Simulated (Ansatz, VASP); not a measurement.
**Cross-check of Y2HfO5 (Y2HfO5 (Pnma)) between VASP and Ansatz**

Wanted: the spread between two codes on one cell, functional and k mesh. The structure shown is the start of the Ansatz relaxation below; VASP solves that cell, so the two are compared at the walk's first step.

Main program and level: Ansatz 0.2.0; plane waves, with VASP 6.6.1 beside it; single point at r2SCAN.

## (1) The starting structure

The structure is orthorhombic, space group Pnma (No. 62). Conventional cell: a = 7.461 Å, b = 3.734 Å, c = 15.650 Å, α = 90.00°, β = 90.00°, γ = 90.00°. Y has 7 O at 2.29 to 2.55 Å nearest. Nearest to Y lie 6 O at 2.18 to 2.38 Å. Hf has 6 O at 1.98 to 2.29 Å nearest. Nearest to O lie 4 Y at 2.18 to 2.34 Å. Nearest to O lie 3 Hf at 1.98 to 2.29 Å. Nearest to O lie 1 Hf at 2.09 Å and 3 Y at 2.33 to 2.51 Å. Farther neighbours and most contacts between anions are not listed.

Coordinates:

```xyz
32
Lattice="7.4613 0.0000 0.0000 0.0000 3.7344 0.0000 0.0000 0.0000 15.6501" Properties=species:S:1:pos:R:3 pbc="T T T"
Y     4.4349    0.9336    9.2174
Y     4.7843    0.9336    3.7549
Y     6.4076    2.8008   11.5800
Y     6.7570    2.8008    1.3923
Y     0.7043    0.9336   14.2578
Y     1.0537    0.9336    4.0701
Y     2.6770    2.8008   11.8952
Y     3.0264    2.8008    6.4327
Hf    4.6545    0.9336   14.5290
Hf    6.5374    2.8008    6.7039
Hf    0.9239    0.9336    8.9462
Hf    2.8068    2.8008    1.1211
O     4.4514    2.8008   10.6282
O     4.4021    2.8008   15.1227
O     4.4571    2.8008    2.4010
O     4.8004    2.8008    7.8831
O     5.9571    0.9336   12.9913
O     5.2349    2.8008    5.1663
O     6.3916    0.9336    0.0580
O     6.7349    0.9336   10.2261
O     6.7899    0.9336    7.2977
O     6.7406    0.9336    2.8032
O     0.7207    2.8008   12.8469
O     0.6714    2.8008    8.3524
O     0.7265    2.8008    5.4240
O     1.0697    2.8008   15.5921
O     2.2264    0.9336   10.4838
O     1.5042    2.8008    2.6588
O     2.6609    0.9336    7.7670
O     3.0042    0.9336   13.2491
O     3.0592    0.9336    0.5274
O     3.0100    0.9336    5.0219
```

## (2) Ansatz: relaxation, r2SCAN

Ansatz runs on its PAW soft_1 files.

The two programs are compared at the cell with which this relaxation starts, whose forces are those of its first step.

Contents of input.yaml:

```yaml
crystal:
  lattice:
    - [7.4613083, 0.0, 0.0]
    - [0.0, 3.7343753, 0.0]
    - [0.0, 0.0, 15.65011]
  atoms:
    - { symbol: "Y", position: [0.59438999, 0.25, 0.58896727] }
    - { symbol: "Y", position: [0.64121767, 0.25, 0.23992875] }
    - { symbol: "Y", position: [0.85878233, 0.75, 0.73992875] }
    - { symbol: "Y", position: [0.90561001, 0.75, 0.08896727] }
    - { symbol: "Y", position: [0.09438999, 0.25, 0.91103273] }
    - { symbol: "Y", position: [0.14121767, 0.25, 0.26007125] }
    - { symbol: "Y", position: [0.35878233, 0.75, 0.76007125] }
    - { symbol: "Y", position: [0.40561001, 0.75, 0.41103273] }
    - { symbol: Hf, position: [0.62382332, 0.25, 0.92836216] }
    - { symbol: Hf, position: [0.87617668, 0.75, 0.42836216] }
    - { symbol: Hf, position: [0.12382332, 0.25, 0.57163784] }
    - { symbol: Hf, position: [0.37617668, 0.75, 0.07163784] }
    - { symbol: O, position: [0.59659162, 0.75, 0.67911526] }
    - { symbol: O, position: [0.58998705, 0.75, 0.96630252] }
    - { symbol: O, position: [0.59736241, 0.75, 0.15341897] }
    - { symbol: O, position: [0.64336797, 0.75, 0.50370887] }
    - { symbol: O, position: [0.79839462, 0.25, 0.83011232] }
    - { symbol: O, position: [0.70160538, 0.75, 0.33011232] }
    - { symbol: O, position: [0.85663203, 0.25, 0.00370887] }
    - { symbol: O, position: [0.90263759, 0.25, 0.65341897] }
    - { symbol: O, position: [0.91001295, 0.25, 0.46630252] }
    - { symbol: O, position: [0.90340838, 0.25, 0.17911526] }
    - { symbol: O, position: [0.09659162, 0.75, 0.82088474] }
    - { symbol: O, position: [0.08998705, 0.75, 0.53369748] }
    - { symbol: O, position: [0.09736241, 0.75, 0.34658103] }
    - { symbol: O, position: [0.14336797, 0.75, 0.99629113] }
    - { symbol: O, position: [0.29839462, 0.25, 0.66988768] }
    - { symbol: O, position: [0.20160538, 0.75, 0.16988768] }
    - { symbol: O, position: [0.35663203, 0.25, 0.49629113] }
    - { symbol: O, position: [0.40263759, 0.25, 0.84658103] }
    - { symbol: O, position: [0.41001295, 0.25, 0.03369748] }
    - { symbol: O, position: [0.40340838, 0.25, 0.32088474] }
basis:
  ecutwfc: 500
  xc_grid: 2
hamiltonian:
  xc: r2scan
  pseudopotentials: { kind: paw, azcp: { folder: soft_1 } }
kpoints:
  mp_grid: { grid: [4, 7, 2] }
scf:
  occupations: { method: fermi_dirac, width: 0.01 }
  max_iter: 150
output:
  forces: true
  stress: true
relax:
  f_tol: 0.01
  max_steps: 60
  cell: {}
checkpoint:
  write: "../r2scan.run"
  compress: false
  write_wavefunctions: false
  write_every: 100000
```

On the command line:

```sh
> ansatz run input.yaml --threads 4 --pin off --max-ram 6594MiB --backend cpu --events-out ev --progress --plain --runs-dir out
```

Numbers of over 12 decimals in the logs are rounded to 6 here.

The program printed:

```text
Engine: ansatz 0.2.0, aarch64-unknown-linux-gnu
Pseudopotentials: kind: paw
Pseudopotential: Y, paw, valence charge 11, recommended cutoff 500 eV (meta_gga), soft_1/Y.paw.azcp
Pseudopotential: Hf, paw, valence charge 26, recommended cutoff 500 eV (meta_gga), soft_1/Hf.paw.azcp
Pseudopotential: O, paw, valence charge 6, recommended cutoff 500 eV (meta_gga), soft_1/O.paw.azcp
Functional definition: r2SCAN
  parameter k0 = 0.174
  parameter k1 = 0.065
  parameter a1 = 4.9479
  exchange = r2scan_x(k0 = k0, k1 = k1, a1 = a1)
  correlation = r2scan_c
Crystal: 32 atoms, lattice volume = 436.064 Å³
Basis set: ecut = 500 eV, 11047 PW (Γ), exchange–correlation on 120×60×240 points (8 copies of the dense FFT grid, shifted against one another)
Bands: 188, of which v1, the nominal top of the filled ones, is band 156 counted from 1 (155 counted from 0)
Symmetry: 8 space group operations
Space group: Pnma (ITA 62), of the structure as read, at distance tolerance 7.6e-5 Å
k-points: 24 of 56
Non-local potential: Y, projectors of the file, l = 0: 3, l = 1: 2, l = 2: 2, l = 3: 1
Non-local potential: Hf, projectors of the file, l = 0: 3, l = 1: 2, l = 2: 2, l = 3: 3
Non-local potential: O, projectors of the file, l = 0: 2, l = 1: 2, l = 2: 1
PAW form: soft (Blöchl's): semilocal exchange-correlation on the pseudo side does not see the compensation charge
PAW frozen core: Y, regenerated for the run's functional (the file was generated under x = pbe(κ = 0.804, μ = 0.219515), c = pbe(β = 0.066725))
PAW frozen core: Hf, regenerated for the run's functional (the file was generated under x = pbe(κ = 0.804, μ = 0.219515), c = pbe(β = 0.066725))
PAW frozen core: O, regenerated for the run's functional (the file was generated under x = pbe(κ = 0.804, μ = 0.219515), c = pbe(β = 0.066725))
PAW one-centre angular grid: Y, 590 points (default); XC on 160 Gauss nodes
PAW one-centre angular grid: Hf, 974 points (default); XC on 224 Gauss nodes
PAW one-centre angular grid: O, 302 points (default); XC on 160 Gauss nodes
Initial density: superposition of atomic densities (chi_scale 0.1, normalization cell, long waves kept (reshape's long-wave potential 0.12 eV rms))
Initial wavefunctions: pseudopotential atomic-orbital guess
Functional: x = r2scan, c = r2scan; τ floored in thin density (d = 2e-4 eV/Å³)
SCF iter   1: F=—  HF=-105259.796955 eV  |F-HF|=—  |Δ(HF+E_count)|=         —  Δρ=7.41e-2  dr2=2.53e1  dr2_τ=2.02e0  ethr=3.10e-3  ⟨swp⟩=6.0  Hψ=14404  notcnv=0  defer=374
preconditioner: auto → Resta (q_TF=auto, 2.580 Å⁻¹)  ε∞=3.9  [insulator: Δε(μ)=4.433 eV  Ē_g=16.927 eV  σ=0.010 eV  W_gap=1.00  n_scr=136 (ndim 8)  ℏωp=28.9 eV  f_vac=0.000  D(μ)=0.00/eV (n_scr^D=0)  ε∞_Penn≈3.9]
SCF iter   2: F=—  HF=-105256.023863 eV  |F-HF|=—  |Δ(HF+E_count)|=    3.77e0  Δρ=3.62e-2  dr2=6.01e0  dr2_τ=3.75e-1  ethr=3.10e-3  ⟨swp⟩=3.0  Hψ=9226  notcnv=0  defer=627
SCF iter   3: F=—  HF=-105256.208388 eV  |F-HF|=—  |Δ(HF+E_count)|=   1.85e-1  Δρ=1.92e-2  dr2=1.41e0  dr2_τ=1.65e-1  ethr=1.93e-3  ⟨swp⟩=2.8  Hψ=6783  notcnv=0  defer=435
automatic band count: iteration 3 solves 180 bands in place of 188: the levels show a gap, and the empty bands left out lie too high to hold charge; the band table lists the bands solved (type scf.n_extra_bands for more)
SCF iter   4: F=—  HF=-105255.835070 eV  |F-HF|=—  |Δ(HF+E_count)|=   3.73e-1  Δρ=6.73e-3  dr2=1.83e-1  dr2_τ=9.66e-3  ethr=4.53e-4  ⟨swp⟩=3.3  Hψ=8885  notcnv=0  defer=443
SCF iter   5: F=—  HF=-105255.887964 eV  |F-HF|=—  |Δ(HF+E_count)|=   5.29e-2  Δρ=3.16e-3  dr2=3.68e-2  dr2_τ=5.76e-3  ethr=5.85e-5  ⟨swp⟩=3.1  Hψ=6564  notcnv=0  defer=443
SCF iter   6: F=—  HF=-105255.880141 eV  |F-HF|=—  |Δ(HF+E_count)|=   7.82e-3  Δρ=6.95e-4  dr2=1.86e-3  dr2_τ=3.52e-4  ethr=1.18e-5  ⟨swp⟩=2.5  Hψ=6547  notcnv=0  defer=443
SCF iter   7: F=—  HF=-105255.880853 eV  |F-HF|=—  |Δ(HF+E_count)|=   7.12e-4  Δρ=2.75e-4  dr2=2.87e-4  dr2_τ=2.48e-5  ethr=5.96e-7  ⟨swp⟩=2.1  Hψ=7804  notcnv=0  defer=443
SCF iter   8: F=—  HF=-105255.881104 eV  |F-HF|=—  |Δ(HF+E_count)|=   2.50e-4  Δρ=2.09e-4  dr2=1.34e-4  dr2_τ=1.85e-5  ethr=9.19e-8  ⟨swp⟩=2.0  Hψ=7690  notcnv=0  defer=443
SCF iter   9: F=—  HF=-105255.881067 eV  |F-HF|=—  |Δ(HF+E_count)|=   3.66e-5  Δρ=4.08e-5  dr2=7.39e-6  dr2_τ=7.05e-7  ethr=4.29e-8  ⟨swp⟩=2.0  Hψ=6469  notcnv=0  defer=443
SCF iter  10: F=—  HF=-105255.881226 eV  |F-HF|=—  |Δ(HF+E_count)|=   1.59e-4  Δρ=1.29e-5  dr2=5.47e-7  dr2_τ=1.09e-7  ethr=2.37e-9  ⟨swp⟩=2.0  Hψ=8031  notcnv=0  defer=443
[...]
SCF iter   2: F=—  HF=-105255.904677 eV  |F-HF|=—  |Δ(HF+E_count)|=   1.53e-3  Δρ=1.64e-4  dr2=7.92e-5  dr2_τ=8.24e-6  ethr=9.15e-8  ⟨swp⟩=2.0  Hψ=8544  notcnv=0
SCF iter   3: F=—  HF=-105255.904654 eV  |F-HF|=—  |Δ(HF+E_count)|=   2.37e-5  Δρ=5.55e-5  dr2=9.55e-6  dr2_τ=1.81e-6  ethr=2.54e-8  ⟨swp⟩=2.0  Hψ=7465  notcnv=0
SCF iter   4: F=—  HF=-105255.904823 eV  |F-HF|=—  |Δ(HF+E_count)|=   1.69e-4  Δρ=1.85e-5  dr2=9.63e-7  dr2_τ=1.78e-7  ethr=3.06e-9  ⟨swp⟩=2.0  Hψ=6820  notcnv=0
SCF iter   5: F=—  HF=-105255.904823 eV  |F-HF|=—  |Δ(HF+E_count)|=   5.82e-7  Δρ=6.19e-6  dr2=1.39e-7  dr2_τ=1.96e-8  ethr=3.09e-10  ⟨swp⟩=2.0  Hψ=7556  notcnv=0
[...]
SCF 8 converged in 4 iterations: F = -105255.906148 eV  dr2 = 3.14e-10
relax step   8: F+E_penalty+E_count = -105255.90614763 eV  Δ(F+E_penalty+E_count) = -1.324e-3 eV  max|allowed force component| = 6.778e-3 eV/Å  Δτ_max = 0.0000 Å  P = -0.003 GPa  Ω = 438.203 Å³  stress off target by 5.96e-3 GPa  SCF on the basis re-selected at this cell (its energy is not comparable with the rows above)  (4 SCF iters)
basis re-selected at this cell: Δ(F+E_penalty+E_count) = -1.324e-3 eV, ΔP = -0.002 GPa vs the last step (what re-selecting the basis moved, of the pressure what is left beyond the Pulay correction that the steps carried, after the strain that the cell walked since its last selection, with what the two solves' SCF thresholds leave and, on support functions, any second-order correction that the steps lacked; it is no m [...]
SCF converged after 4 iterations
Free energy (F): -105255.906148 eV
Harris-Foulkes:  -105255.906148 eV  (|F-HF|=3.20e-10)
Internal energy: -105255.906148 eV  (E = F + TS)
E sigma→0 (E₀):  -105255.906148 eV
Fermi energy:    11.423742 eV
--- Per-component energies (eV) ---
  E_band       = -1383.621073
  E_kinetic    = 7571.638459
  E_local      = -45697.007669  (includes V_loc(G=0)·N_el)
  E_nonlocal   = 1481.013781
  E_hartree    = 20731.220978
  E_xc         = -3848.143196
  E_vxc        = -5049.151234  (∫ρ·V_xc dr)
  E_paw        = -56841.536884  (= ΣΔE_a)
  E_vpaw       = -1442.428123  (= ΣTr[D̂ρ^β])
  E_aug_tail   = 0.005819  (compensation charges beyond the density's cutoff)
  E_vtau       = 289.866545  (kinetic-family band-sum trace: ∫τ·v_τ [+ j·A + Jᵃ·Aᵃ] dr)
  E_ewald      = -28652.513208
  E_core_change = -0.584226  (= ΣΔE_core)
  E_smearing   = -0.000000  (= −TS)
  E_closure    = -0.000000  (closes the sum)
  Σ components = -105255.906148   (vs F -105255.906148, Δ=0.00e0)
--- Forces (eV/Å), atoms counted from 1 ---
  atom   1  Y     -0.00299739    -0.00000000    -0.00598141
  atom   2  Y      0.00254007     0.00000000     0.00140662
  atom   3  Y     -0.00254007     0.00000000     0.00140662
  atom   4  Y      0.00299739    -0.00000000    -0.00598141
  atom   5  Y     -0.00299739     0.00000000     0.00598141
  atom   6  Y      0.00254007    -0.00000000    -0.00140662
  atom   7  Y     -0.00254007    -0.00000000    -0.00140662
  atom   8  Y      0.00299739     0.00000000     0.00598141
  atom   9  Hf    -0.00407757     0.00000000     0.00210294
  atom  10  Hf     0.00407757     0.00000000     0.00210294
  atom  11  Hf    -0.00407757    -0.00000000    -0.00210294
  atom  12  Hf     0.00407757    -0.00000000    -0.00210294
  atom  13  O      0.00093193     0.00000000     0.00510289
  atom  14  O     -0.00394427     0.00000000     0.00099072
  atom  15  O     -0.00346939     0.00000000     0.00155665
  atom  16  O     -0.00082435     0.00000000     0.00103095
  atom  17  O      0.00293652    -0.00000000    -0.00677772
  atom  18  O     -0.00293652    -0.00000000    -0.00677772
  atom  19  O      0.00082435     0.00000000     0.00103095
  atom  20  O      0.00346939     0.00000000     0.00155665
  atom  21  O      0.00394427     0.00000000     0.00099072
  atom  22  O     -0.00093193     0.00000000     0.00510289
  atom  23  O      0.00093193    -0.00000000    -0.00510289
  atom  24  O     -0.00394427    -0.00000000    -0.00099072
  atom  25  O     -0.00346939    -0.00000000    -0.00155665
  atom  26  O     -0.00082435    -0.00000000    -0.00103095
  atom  27  O      0.00293652     0.00000000     0.00677772
  atom  28  O     -0.00293652     0.00000000     0.00677772
  atom  29  O      0.00082435    -0.00000000    -0.00103095
  atom  30  O      0.00346939    -0.00000000    -0.00155665
  atom  31  O      0.00394427    -0.00000000    -0.00099072
  atom  32  O     -0.00093193    -0.00000000    -0.00510289
  max |Σ_I F_I| component: 4.55e-18 eV/Å
--- Stress (GPa, compression-positive) ---
       -0.002733      -0.000000       0.000000
       -0.000000       0.000498      -0.000000
        0.000000      -0.000000      -0.005957
  P = ⅓ Tr σ = -0.0027 GPa (-0.027 kbar)
--- Relaxed structure (7 steps of the walk, 7 accepted, 1 SCFs on fresh bases) ---
  F+E_penalty+E_count = -105255.90614763 eV   max|allowed force component| = 6.778e-3 eV/Å   (the final SCF, on the basis selected at the relaxed cell)
  cell:  # Å, volume = 438.2032 Å³
    - [7.484586, 0, 0]
    - [0, 3.730075, 0]
    - [0, 0, 15.696044]
  atoms:
    - { symbol: Y, position: [0.596801, 0.25, 0.588645] }
    - { symbol: Y, position: [0.637313, 0.25, 0.240562] }
    - { symbol: Y, position: [0.862687, 0.750000, 0.740562] }
    - { symbol: Y, position: [0.903199, 0.750000, 0.088645] }
    - { symbol: Y, position: [0.096801, 0.25, 0.911355] }
    - { symbol: Y, position: [0.137313, 0.25, 0.259438] }
    - { symbol: Y, position: [0.362687, 0.750000, 0.759438] }
    - { symbol: Y, position: [0.403199, 0.750000, 0.411355] }
    - { symbol: Hf, position: [0.626695, 0.25, 0.928447] }
    - { symbol: Hf, position: [0.873305, 0.750000, 0.428447] }
    - { symbol: Hf, position: [0.126695, 0.25, 0.571553] }
    - { symbol: Hf, position: [0.373305, 0.750000, 0.071553] }
    - { symbol: O, position: [0.601515, 0.750000, 0.679537] }
    - { symbol: O, position: [0.595116, 0.750000, 0.968859] }
    - { symbol: O, position: [0.592239, 0.750000, 0.154505] }
    - { symbol: O, position: [0.640785, 0.750000, 0.504090] }
    - { symbol: O, position: [0.803345, 0.25, 0.830918] }
    - { symbol: O, position: [0.696655, 0.750000, 0.330918] }
    - { symbol: O, position: [0.859215, 0.25, 0.00409019] }
    - { symbol: O, position: [0.907761, 0.25, 0.654505] }
    - { symbol: O, position: [0.904884, 0.25, 0.468859] }
    - { symbol: O, position: [0.898485, 0.25, 0.179537] }
    - { symbol: O, position: [0.101515, 0.750000, 0.820463] }
    - { symbol: O, position: [0.095116, 0.750000, 0.531141] }
    - { symbol: O, position: [0.092239, 0.750000, 0.345495] }
    - { symbol: O, position: [0.140785, 0.750000, 0.995910] }
    - { symbol: O, position: [0.303345, 0.25, 0.669082] }
    - { symbol: O, position: [0.196655, 0.750000, 0.169082] }
    - { symbol: O, position: [0.359215, 0.25, 0.495910] }
    - { symbol: O, position: [0.407761, 0.25, 0.845495] }
    - { symbol: O, position: [0.404884, 0.25, 0.031141] }
    - { symbol: O, position: [0.398485, 0.25, 0.320463] }
```

(Part 1 of 2 ends here.)

[Lines on the potential files, build, host, timing and source positions are cut from VASP's logs without a mark.]

[Logs are printed without paths, hosts, clocks, repeated set-up lines and the standing remarks that a program may print on its own settings, such as how far it seeks lower states.]

[Hosts, paths, dates, database ids (printed as entryN), source tags and the programs' standing remarks are cut or masked in the printed files.]
